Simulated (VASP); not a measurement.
# Sb5P3 (P1) in VASP: further runs

Runs on Sb5P3. Level: revPBE. Tasks: single point, molecular dynamics.

Everything below comes from runs of VASP 6.6.1. Logs are shortened: lines on timing, memory, paths and dates and some standing lists are left out, and cuts for length are marked.

## (1) The structure

The typed cell holds 8 atoms: a = 3.433 Å, b = 5.780 Å, c = 9.098 Å, α = 108.52°, β = 79.13°, γ = 90.00°.

The cell was built by a generator and needn't be a form met in nature.

## (2) Single point, revPBE

INCAR

```
PREC     = Accurate       # precision mode
ENCUT    = 520            # plane-wave cutoff, eV
EDIFF    = 1E-6           # SCF threshold, eV
ISMEAR   = -1             # smearing method
SIGMA    = 0.05           # smearing width, eV
LREAL    = False          # projectors in reciprocal space
LASPH    = True           # aspherical terms in the spheres
NELM     = 80             # most SCF steps
ALGO     = Normal         # electronic algorithm
ISIF     = 2              # what is computed and relaxed
LWAVE    = False          # write WAVECAR
LCHARG   = False          # write CHGCAR
GGA      = RE             # functional
NBANDS   = 30             # bands
```

KPOINTS

```
regular mesh
0
Gamma
  4 3 2
```

POSCAR

```
Sb5P3
1.0
    0.0000000000      3.4326180000      0.0000000000
    0.0000000000      0.0000000000      5.7802740000
    8.4544530000      1.7163090000     -2.8901370000
Sb P
5 3
Direct
    0.1040414400      0.9729547039      0.7911229739
    0.8990645431      0.1829689275      0.2079228544
    0.5003178234      0.5192673200      0.0022280566
    0.7718512573      0.9447357717      0.4515500885
    0.2283651122      0.4916981886      0.5475405683
    0.6771779120      0.7761617667      0.6401941084
    0.3181418362      0.1306133106      0.3565608562
   -0.0096308042      0.3004723439      0.0018125359
```

Potentials or basis: VASP PAW PBE potentials, release 64 (Sb, P).

Started as:

```sh
$ cat potpaw_PBE.64/Sb/POTCAR potpaw_PBE.64/P/POTCAR > POTCAR
$ mpirun -np 1 vasp_std > vasp.out
```

OUTCAR:

```text
PREC = Accurate
   ENCUT = 520
   EDIFF = 1E-6
   ISMEAR = -1
   LREAL = False
   LASPH = True
   NELM = 80
   ISIF = 2
   GGA = RE

 ion  position               nearest neighbor table
   1  0.104  0.973  0.791-   8 2.20   6 2.24   6 2.26   5 2.93   4 3.44   4 3.45   2 3.52   3 3.55
                             3 3.56
   2  0.899  0.183  0.208-   8 2.16   7 2.23   7 2.27   4 2.93   5 3.44   5 3.44   3 3.52   1 3.52
                             3 3.53
   3  0.500  0.519  0.002-   8 2.10   8 2.16   2 3.52   2 3.53   1 3.55   1 3.56
   4  0.772  0.945  0.452-   6 2.20   7 2.32   7 2.33   2 2.93   1 3.44   5 3.45   1 3.45   5 3.46
                             5 3.46   5 3.47
   5  0.228  0.492  0.548-   7 2.23   6 2.32   6 2.35   1 2.93   2 3.44   2 3.44   4 3.45   4 3.46
                             4 3.46   4 3.47
   6  0.677  0.776  0.640-   4 2.20   1 2.24   1 2.26   5 2.32   5 2.35
   7  0.318  0.131  0.357-   5 2.23   2 2.23   2 2.27   4 2.32   4 2.33
   8  0.990  0.300  0.002-   3 2.10   3 2.16   2 2.16   1 2.20

  LATTYP: Found a body centered orthorhombic cell.
 ALAT       =     3.4326180000
 B/A-ratio  =     1.6839257966
 C/A-ratio  =     4.9259503970

  Lattice vectors:

 A1 = (  -8.4544530000,   1.7163090000,   2.8901370000)
 A2 = (  -8.4544530000,  -1.7163090000,  -2.8901370000)
 A3 = (   8.4544530000,  -1.7163090000,   2.8901370000)

Analysis of symmetry for initial positions (statically):
=====================================================================
 Subroutine PRICEL returns:
 Original cell was already a primitive cell.

 Routine SETGRP: Setting up the symmetry group for a
 body centered orthorhombic supercell.

 Subroutine GETGRP returns: Found  1 space group operations
 (whereof  1 operations were pure point group operations)
 out of a pool of  8 trial point group operations.

The static configuration has the point symmetry C_1 .

Analysis of symmetry for dynamics (positions and initial velocities):
=====================================================================
 Subroutine PRICEL returns:
 Original cell was already a primitive cell.

 Routine SETGRP: Setting up the symmetry group for a
 body centered orthorhombic supercell.

 Subroutine GETGRP returns: Found  1 space group operations
 (whereof  1 operations were pure point group operations)
 out of a pool of  8 trial point group operations.

The dynamic configuration has the point symmetry C_1 .

 Subroutine INISYM returns: Found  1 space group operations
 (whereof  1 operations are pure point group operations),
 and found     1 'primitive' translations

----------------------------------------------------------------------------------------

                                     Primitive cell

  volume of cell :     167.7488

  direct lattice vectors                    reciprocal lattice vectors
     0.000000000  3.432618000  0.000000000    -0.059140432  0.291322833  0.000000000
     0.000000000  0.000000000  5.780274000     0.059140432  0.000000000  0.173002179
     8.454453000  1.716309000 -2.890137000     0.118280863  0.000000000  0.000000000

  length of vectors
     3.432618000  5.780274000  9.098152779     0.297265174  0.182831465  0.118280863

  position of ions in fractional coordinates (direct lattice)
     0.104041440  0.972954704  0.791122974
     0.899064543  0.182968927  0.207922854
     0.500317823  0.519267320  0.002228057
     0.771851257  0.944735772  0.451550088
     0.228365112  0.491698189  0.547540568
     0.677177912  0.776161767  0.640194108
     0.318141836  0.130613311  0.356560856
     0.990369196  0.300472344  0.001812536

  ion indices of the primitive-cell ions
   primitive index   ion index
                 1           1
                 2           2
                 3           3
                 4           4
                 5           5
                 6           6
                 7           7
                 8           8

----------------------------------------------------------------------------------------

 KPOINTS: regular mesh

Automatic generation of k-mesh.
 Grid dimensions read from file:
 generate k-points for:    4    3    2

 Generating k-lattice:

  Cartesian coordinates                     Fractional coordinates (reciprocal lattice)
    -0.014785108  0.072830708  0.000000000     0.250000000  0.000000000  0.000000000
     0.019713477  0.000000000  0.057667393     0.000000000  0.333333333  0.000000000
     0.059140432  0.000000000  0.000000000     0.000000000  0.000000000  0.500000000

  Length of vectors
     0.074316293  0.060943822  0.059140432

  Shift w.r.t. Gamma in fractional coordinates (k-lattice)
     0.000000000  0.000000000  0.000000000

 -----------------------------------------------------------------------------
|                                                                             |
|           W    W    AA    RRRRR   N    N  II  N    N   GGGG   !!!           |
|           W    W   A  A   R    R  NN   N  II  NN   N  G    G  !!!           |
|           W    W  A    A  R    R  N N  N  II  N N  N  G       !!!           |
|           W WW W  AAAAAA  RRRRR   N  N N  II  N  N N  G  GGG   !            |
|           WW  WW  A    A  R   R   N   NN  II  N   NN  G    G                |
|           W    W  A    A  R    R  N    N  II  N    N   GGGG   !!!           |
|                                                                             |
|     Your reciprocal lattice and k-lattice belong to different lattice       |
|     classes:                                                                |
|                                                                             |
|        The reciprocal lattice is face-centered orthorhombic,                |
|        whereas your k-lattice is triclinic.                                 |
|                                                                             |
|     Results are often still useful ...                                      |
|                                                                             |
 -----------------------------------------------------------------------------

 WARNING: IBZKPT: internal override: KBLOWUP is changed to .FALSE.
      ... skipping the blow-up phase ...

 Subroutine IBZKPT returns following result:
 ===========================================

 Found     14 irreducible k-points:

 Following reciprocal coordinates:
            Coordinates               Weight
  0.000000  0.000000  0.000000      1.000000
  0.250000  0.000000  0.000000      2.000000
  0.500000  0.000000  0.000000      1.000000
  0.000000  0.333333 -0.000000      2.000000
  0.250000  0.333333  0.000000      2.000000
  0.500000  0.333333  0.000000      2.000000
 -0.250000  0.333333 -0.000000      2.000000
  0.000000  0.000000  0.500000      1.000000
  0.250000  0.000000  0.500000      2.000000
  0.500000  0.000000  0.500000      1.000000
  0.000000  0.333333  0.500000      2.000000
  0.250000  0.333333  0.500000      2.000000
  0.500000  0.333333  0.500000      2.000000
 -0.250000  0.333333  0.500000      2.000000
   k-points           NKPTS =     14   k-points in BZ     NKDIM =     14   number of bands    NBANDS=     30
   number of dos      NEDOS =    301   number of ions     NIONS =      8
   total plane-waves  NPLWV =  94080
   dimension x,y,z NGX =    28 NGY =   48 NGZ =   70
   dimension x,y,z NGXF=    56 NGYF=   96 NGZF=  140
   ions per type =               5   3
   NGX,Y,Z   is equivalent  to a cutoff of  13.56, 13.81, 12.79 a.u.
   NGXF,Y,Z  is equivalent  to a cutoff of  27.12, 27.61, 25.58 a.u.
 SYSTEM =  unknown system
   PREC   = accura    normal or accurate (medium, high low for compatibility)
   ISTART =      0    job   : 0-new  1-cont  2-samecut
   ICHARG =      2    charge: 1-file 2-atom 10-const
   ISPIN  =      1    spin polarized calculation?
   LNONCOLLINEAR =      F non collinear calculations
   LSORBIT =      F    spin-orbit coupling
   LASPH  =      T    aspherical Exc in radial PAW
   ENCUT  =  520.0 eV  38.22 Ry    6.18 a.u.   6.38 10.75 16.92*2*pi/ulx,y,z
   NELM   =     80;   NELMIN=  2; NELMDL= -5     # of ELM steps
   EDIFF  = 0.1E-05   stopping-criterion for ELM
   LREAL  =      F    real-space projection
   EDIFFG = 0.1E-04   stopping-criterion for IOM
   NSW    =      0    number of steps for IOM
   IBRION =     -1    ionic relax: 0-MD 1-quasi-New 2-CG
   NFREE  =      0    steps in history (QN), initial steepest desc. (CG)
   ISIF   =      2    stress and relaxation
   ISYM   =      2    0-nonsym 1-usesym 2-fastsym
   POTIM  = 0.5000    time-step for ionic-motion
   TEBEG  =    0.0;   TEEND  =   0.0 temperature during run
   PSTRESS=    0.0 pullay stress
   NELECT =      40.0000    total number of electrons
   NUPDOWN=      -1.0000    fix difference up-down
   EMIN   =  10.00;   EMAX   =-10.00  energy-range for DOS
   EFERMI =   0.00;   METHOD = LEGACY
   ISMEAR =    -1;   SIGMA  =   0.05  broadening in eV -4-tet -1-fermi 0-gaus
   EFERMI_NEDOS =   21; number of points for ismear=-14 and -15
   IALGO  =     38    algorithm
   IMIX   =      4    mixing-type and parameters
     AMIX     =   0.40;   BMIX     =  1.00
     AMIX_MAG =   1.60;   BMIX_MAG =  1.00
  volume/ion in A,a.u.               =      20.97       141.50
  Fermi-wavevector in a.u.,A,eV,Ry     =   1.015177  1.918406 14.021946  1.030584
  Thomas-Fermi vector in A             =   2.148447
   LORBIT       =      0    0 simple, 1 ext, 2 COOP (PROOUT), +10 PAW based schemes
   GGA     = RE    functional components
   LHFCALC =     F    Hartree Fock is set to
   AEXX    =    0.0000 exact exchange contribution
   IVDW    =     0    specifies the selected vdW correction
   LEPSILON=     F    determine dielectric tensor
   LRPA    =     F    only Hartree local field effects (RPA)
 non-spin polarized calculation
  energy-cutoff  :      520.00
  volume of cell :      167.75
 maximum number of plane-waves:      4548
 NGX is ok and might be reduce to    28
   NGX = 13   NGY = 21   NGZ = 33

 number of electron      39.9999999 magnetization

 Free energy of the ion-electron system (eV)
  ---------------------------------------------------
  ext. energy  EPLUGINS =         0.00000000
  ---------------------------------------------------
  free energy    TOTEN  =       -15.48743433 eV

  energy without entropy =      -15.43721791  energy(sigma->0) =      -15.46232612

 E-fermi :   9.8079     XC(G=0): -10.2903

 val. band max:        9.7900137849   @ k =   0.0000   0.0000   0.0000
 cond. band min:       9.8135957838   @ k =   0.5000   0.0000   0.5000
 fundamental gap:      0.0235819988
 Fermi energy:         9.8078993261

 k-point     1 :       0.0000    0.0000    0.0000
  band No.  band energies     occupation
      1      -7.5475      2.00000
      2      -6.3884      2.00000
      3      -6.1618      2.00000
      4      -1.8579      2.00000
      5      -1.8060      2.00000
      6      -0.4228      2.00000
[... 22 lines left out ...]
     29      14.7377      0.00000
     30      15.0394      0.00000

 k-point     2 :       0.2500    0.0000    0.0000
  band No.  band energies     occupation
      1      -6.7617      2.00000
      2      -5.8116      2.00000
      3      -5.2556      2.00000
      4      -1.3371      2.00000
      5      -1.2673      2.00000
      6      -0.7772      2.00000
[... 388 lines left out ...]
 k-point    14 :      -0.2500    0.3333    0.5000
  band No.  band energies     occupation
      1      -6.5097      2.00000
      2      -5.9460      2.00000
      3      -5.4071      2.00000
      4      -1.5732      2.00000
      5      -1.4601      2.00000
      6      -0.4099      2.00000
[... 22 lines left out ...]
     29      14.0354      0.00000
     30      14.3596      0.00000

------------------------ aborting loop because EDIFF is reached ----------------------------------------

  FORCE on cell =-STRESS in cart. coord.  units (eV):
  Direction    XX          YY          ZZ          XY          YZ          ZX
  --------------------------------------------------------------------------------------
  -------------------------------------------------------------------------------------
  Total       59.4219417     72.8462237     59.2970453     -0.3824315     -1.8379176     -1.8927323
  in kB      567.5419996    695.7580023    566.3491074     -3.6526230    -17.5540444    -18.0775830
  external PRESSURE =     609.8830364 kB  Pullay stress =       0.0000000 kB

 VOLUME and BASIS-vectors are now :
 -----------------------------------------------------------------------------
  energy-cutoff  :      520.00
  volume of cell :      167.75
      direct lattice vectors                 reciprocal lattice vectors
     0.000000000  3.432618000  0.000000000    -0.059140432  0.291322833  0.000000000
     0.000000000  0.000000000  5.780274000     0.059140432  0.000000000  0.173002179
     8.454453000  1.716309000 -2.890137000     0.118280863  0.000000000  0.000000000

 POSITION                                       TOTAL-FORCE (eV/Angst)
 -----------------------------------------------------------------------------------
      6.68851      1.71495      3.33749         2.030665     -0.086356      0.127558
      1.75787      3.44301      0.45668        -1.208107     -0.177185     -0.252522
      0.01884      1.72122      2.99507        -0.003938     -1.359342     10.553878
      3.81761      3.42447      4.15579        -1.419990     -0.038806     -1.834952
      4.62916      1.72364      1.25968         1.224980     -0.167432     -2.102892
      5.41249      3.42326      2.63618         0.765292      0.333976     -2.152921
      3.01453      1.70403     -0.27553        -0.632677      0.382382     -2.004366
      0.01532      3.40267      1.73157        -0.756225      1.112764     -2.333783
 -----------------------------------------------------------------------------------
    total drift:                                0.000056     -0.000037     -0.000006

  FREE ENERGIE OF THE ION-ELECTRON SYSTEM (eV)
  ---------------------------------------------------
  free  energy   TOTEN  =       -15.4874343300 eV

  energy  without entropy=      -15.4372179082  energy(sigma->0) =      -15.46232612
```

Wall time 49 s (1 thread of Intel Xeon 6975P-C (Granite Rapids), shared host); peak memory 0.31 GiB.

What came out:

| Property | Result |
| --- | --- |
| Free energy | -15.4874 eV |
| Pressure | 61.0 GPa |
| Largest force | 10.641 eV/Å |
| Band gap on the k mesh | none (metal or under the smearing width) |

Forces on the atoms (eV/Å):
```
Sb   2.031 -0.086  0.128
Sb  -1.208 -0.177 -0.253
Sb  -0.004 -1.359 10.554
Sb  -1.420 -0.039 -1.835
Sb   1.225 -0.167 -2.103
P    0.765  0.334 -2.153
P   -0.633  0.382 -2.004
P   -0.756  1.113 -2.334
```

Caveat: the k mesh is coarse (spacing up to 0.47 Å⁻¹), so the values aren't converged; a pressure of tens of GPa on the cell as given is suspect, and the run, the potentials or the cell itself is likely at fault; the PAW data sets were made with another functional, which shifts forces and pressure a little.

(Part 1 of 3 ends here.)
